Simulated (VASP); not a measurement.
CdS (wurtzite), at 0.96 of the tabulated volume:

```yaml
crystal:
  lattice:
    - [2.04202, -3.53689, 0.00000]
    - [2.04202, 3.53689, 0.00000]
    - [0.00000, 0.00000, 6.62918]
  atoms:
    - { symbol: Cd, position: [0.66667, 0.33333, 0.50000] }
    - { symbol: Cd, position: [0.33333, 0.66667, 0.00000] }
    - { symbol: S, position: [0.66667, 0.33333, 0.87700] }
    - { symbol: S, position: [0.33333, 0.66667, 0.37700] }
```

The lowest empty band near Γ, direction in plane, from mBJ (TB09) with spin-orbit coupling in VASP (PAW); its two spin partners are averaged. The gap over the points computed is 2.80 eV, and the next band on that side lies 1.37 eV away at the edge.

Settings: 400 eV cut-off, 7×7×4 Γ-centred mesh, Gaussian smearing of 0.050 eV, potentials Cd S.

```
distance from the edge in k (1/Å)  distance in energy (meV)
---------------------------------  ------------------------
0.018                                                   4.8
0.025                                                   9.3
0.035                                                  18.2
0.050                                                  36.8
0.070                                                  71.1
```

Fit E(1 + αE) = ħ²k²/2m* (ħ²/2m0 = 3.810 eV Å²) and predict the row at 0.095 1/Å.

Least squares on the energies gives the electron mass m* = 0.255 m0 and α = 0.43 per eV, and so 127.9 meV. The run gave 128.0 meV, +0.1 meV from the fit.

Left out are points under 3 meV from the edge, since the levels carry 0.1 meV, and points farther than half the way to the next band.

The compound is CdS in the wurtzite structure. The cell was not relaxed at this level.
